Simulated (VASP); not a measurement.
Calculation: PBE GGA, VASP's PBE PAW potentials (set 64) (plane waves; VASP 6.6.1).

A VASP calculation is set up with these files.

POSCAR:
```
CsSnI3
1
   10.5103080000     0.0000000000     0.0000000000
    0.0000000000     4.7433440000     0.0000000000
    0.0000000000     0.0000000000    17.8165090000
Cs Sn I
4 4 12
Direct
  0.5841500000   0.2500000000   0.1699000000
  0.4158500000   0.7500000000   0.8301000000
  0.9158500000   0.7500000000   0.6699000000
  0.0841500000   0.2500000000   0.3301000000
  0.8413600000   0.2500000000   0.9381000000
  0.1586400000   0.7500000000   0.0619000000
  0.6586400000   0.7500000000   0.4381000000
  0.3413600000   0.2500000000   0.5619000000
  0.5268500000   0.7500000000   0.6156000000
  0.4731500000   0.2500000000   0.3844000000
  0.9731500000   0.2500000000   0.1156000000
  0.0268500000   0.7500000000   0.8844000000
  0.7940100000   0.7500000000   0.2913600000
  0.2059900000   0.2500000000   0.7086400000
  0.7059900000   0.2500000000   0.7913600000
  0.2940100000   0.7500000000   0.2086400000
  0.6661100000   0.7500000000   0.9986300000
  0.3338900000   0.2500000000   0.0013700000
  0.8338900000   0.2500000000   0.4986300000
  0.1661100000   0.7500000000   0.5013700000
```

### KPOINTS
```
Automatic mesh
0
Gamma
2 3 1
0 0 0
```

**INCAR**
```
# general
SYSTEM   =  CsSnI3
PREC     =  Accurate
ENCUT    =  180   # plane-wave cut-off (eV)
LREAL    =  Auto   # projection in real space or not
LASPH    =  .True.

# electronic loop
EDIFF    =  1E-6
NELM     =  100   # most electronic steps
ALGO     =  Normal   # blocked Davidson
LMAXMIX  =  4

# smearing
ISMEAR   =  0   # Gaussian
SIGMA    =  0.01   # width (eV)

# functional
GGA      =  PE   # PBE

# ions
ISIF     =  2

# output
LWAVE    =  .False.
LCHARG   =  .False.
```

POTCAR, in this order: Cs_sv Sn_d I (PBE.64 set). Program: vasp_std.

The resulting files:

OSZICAR:
```
       N       E                     dE             d eps       ncg     rms          rms(c)
DAV:   1     0.918265891869E+03    0.91827E+03   -0.43770E+04   952   0.666E+02
DAV:   2     0.317172685722E+02   -0.88655E+03   -0.86539E+03  1036   0.206E+02
DAV:   3    -0.533962727856E+02   -0.85114E+02   -0.84665E+02   960   0.711E+01
DAV:   4    -0.555413767201E+02   -0.21451E+01   -0.21381E+01   944   0.128E+01
DAV:   5    -0.555935884201E+02   -0.52212E-01   -0.52194E-01   952   0.193E+00    0.100E+01
DAV:   6    -0.543481000330E+02    0.12455E+01   -0.19939E+00   936   0.469E+00    0.709E+00
DAV:   7    -0.543875727137E+02   -0.39473E-01   -0.19843E+00   960   0.412E+00    0.224E+00
DAV:   8    -0.543653706259E+02    0.22202E-01   -0.31572E-01   904   0.163E+00    0.156E+00
DAV:   9    -0.543678619532E+02   -0.24913E-02   -0.22257E-02   912   0.336E-01    0.765E-01
DAV:  10    -0.543677788993E+02    0.83054E-04   -0.10884E-02  1024   0.293E-01    0.207E-01
DAV:  11    -0.543684845225E+02   -0.70562E-03   -0.16716E-03   912   0.947E-02    0.135E-01
DAV:  12    -0.543686438443E+02   -0.15932E-03   -0.16860E-04  1000   0.387E-02    0.657E-02
DAV:  13    -0.543688242141E+02   -0.18037E-03   -0.35994E-04   984   0.451E-02    0.630E-02
DAV:  14    -0.543688250117E+02   -0.79761E-06   -0.51201E-05   928   0.202E-02    0.365E-02
DAV:  15    -0.543688245332E+02    0.47848E-06   -0.17287E-05   768   0.711E-03    0.130E-02
DAV:  16    -0.543688250272E+02   -0.49398E-06   -0.25838E-06   736   0.402E-03
   1 F= -.54368825E+02 E0= -.54368825E+02  d E =-.251584E-33
```

**OUTCAR**
```
------------------------ aborting loop because EDIFF is reached ----------------------------------------
  FORCE on cell =-STRESS in cart. coord.  units (eV):
  Direction    XX          YY          ZZ          XY          YZ          ZX
  --------------------------------------------------------------------------------------
  Total      -34.8245699    -34.2838913    -34.9052365     -0.0000000      0.0000000      0.0000000
  in kB      -62.8164901    -61.8412152    -62.9619965     -0.0000000      0.0000000      0.0000000
  external PRESSURE =     -62.5399006 kB  Pullay stress =       0.0000000 kB
  volume of cell :      888.22
      direct lattice vectors                 reciprocal lattice vectors
    10.510308000  0.000000000  0.000000000     0.095144690  0.000000000  0.000000000
     0.000000000  4.743344000  0.000000000     0.000000000  0.210821733  0.000000000
     0.000000000  0.000000000 17.816509000     0.000000000  0.000000000  0.056127718
 POSITION                                       TOTAL-FORCE (eV/Angst)
 -----------------------------------------------------------------------------------
      6.13960      1.18584      3.02702         0.002202     -0.000000      0.000587
      4.37071      3.55751     14.78948        -0.002202      0.000000     -0.000587
      9.62587      3.55751     11.93528        -0.002202     -0.000000      0.000587
      0.88444      1.18584      5.88123         0.002202     -0.000000     -0.000587
      8.84295      1.18584     16.71367         0.080160      0.000000      0.120145
      1.66736      3.55751      1.10284        -0.080160     -0.000000     -0.120145
      6.92251      3.55751      7.80541        -0.080160      0.000000      0.120145
      3.58780      1.18584     10.01110         0.080160      0.000000     -0.120145
      5.53736      3.55751     10.96784         0.083341     -0.000000      0.016625
      4.97295      1.18584      6.84867        -0.083341     -0.000000     -0.016625
     10.22811      1.18584      2.05959        -0.083341     -0.000000      0.016625
      0.28220      3.55751     15.75692         0.083341     -0.000000     -0.016625
      8.34529      3.55751      5.19102         0.080344     -0.000000     -0.136021
      2.16502      1.18584     12.62549        -0.080344      0.000000      0.136021
      7.42017      1.18584     14.09927        -0.080344      0.000000     -0.136021
      3.09014      3.55751      3.71724         0.080344     -0.000000      0.136021
      7.00102      3.55751     17.79210        -0.083593     -0.000000      0.055817
      3.50929      1.18584      0.02441         0.083593      0.000000     -0.055817
      8.76444      1.18584      8.88385         0.083593     -0.000000      0.055817
      1.74587      3.55751      8.93266        -0.083593     -0.000000     -0.055817
 -----------------------------------------------------------------------------------
    total drift:                               -0.000000      0.000000      0.000000
  FREE ENERGIE OF THE ION-ELECTRON SYSTEM (eV)
  ---------------------------------------------------
  free  energy   TOTEN  =       -54.3688250272 eV

  energy  without entropy=      -54.3688250272  energy(sigma->0) =      -54.36882503
```
(Selected blocks of OUTCAR.)

At this cut-off the stress carries a Pulay error, which pulls relaxed volumes low.

The structure comes from a computed database's CsSnI3 entry; how it stands against other phases isn't given here. The cell was not relaxed at this level, and its volume differs by +4.6 % from the start's. The k-mesh is coarse (spacing up to 0.44 per Å, 2π included), so the numbers may not be converged in it. The run is one of a series of settings (ENCUT = 180 against the base run), some of them coarse on purpose.
